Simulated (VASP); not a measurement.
Input:

```
CELL_PARAMETERS angstrom
      1.33000    -2.30363     0.00000
      1.33000     2.30363     0.00000
      0.00000     0.00000     4.95000
ATOMIC_POSITIONS crystal
  Zn 0.33333 0.66667 0.25000
  Zn 0.66667 0.33333 0.75000
```

Level of theory: AM05 GGA, VASP's PBE PAW potentials (set 64) (plane waves; VASP 6.6.1). Run with 400 eV cut-off, 14×14×7 Γ-centred mesh, first-order Methfessel-Paxton smearing of 0.10 eV, potentials Zn.

Problem. What does the run give for the energy per atom (σ→0), pressure, band gap (on the k-mesh) with the smallest direct gap where there is one?

Solution. 
```json
{
 "band gap (on the k-mesh)": "none (metal, semimetal or under 0.01 eV)",
 "energy per atom (σ→0)": "-1.353 eV/atom",
 "pressure": "-5.49 GPa"
}
```

Only differences to runs with the same potentials and settings are physical.

The compound is Zn in the hcp structure. The cell was not relaxed at this level. The run is one of a series of settings (GGA = AM against the base run), some of them coarse on purpose.
